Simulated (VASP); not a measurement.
Input:

```yaml
crystal:
  lattice:
    - [0.00000, 2.94398, 2.94398]
    - [2.94398, 0.00000, 2.94398]
    - [2.94398, 2.94398, 0.00000]
  atoms:
    - { symbol: Hg, position: [0.00000, 0.00000, 0.00000] }
    - { symbol: S, position: [0.25000, 0.25000, 0.25000] }
```

All values below come from PBEsol GGA, VASP's PBE PAW potentials (set 64) (plane waves; VASP). Numerical set-up: 400 eV cut-off, 12×12×12 Γ-centred mesh, tetrahedra with Blöchl corrections, potentials Hg S.

Task: The job: HgS (zinc blende), 2 atoms, PBEsol, static run, 400 eV, 12×12×12 Γ-centred mesh. Roughly how much core time does it take on a busy server core?

Result: About 50 core-seconds (one run on a shared machine, a rough figure). It had 72 irreducible k-points, 13 bands, up to 944 plane waves and 14 electronic steps.

The compound is HgS in the zinc blende structure, metacinnabar; cinnabar is the stable form. It was relaxed first.
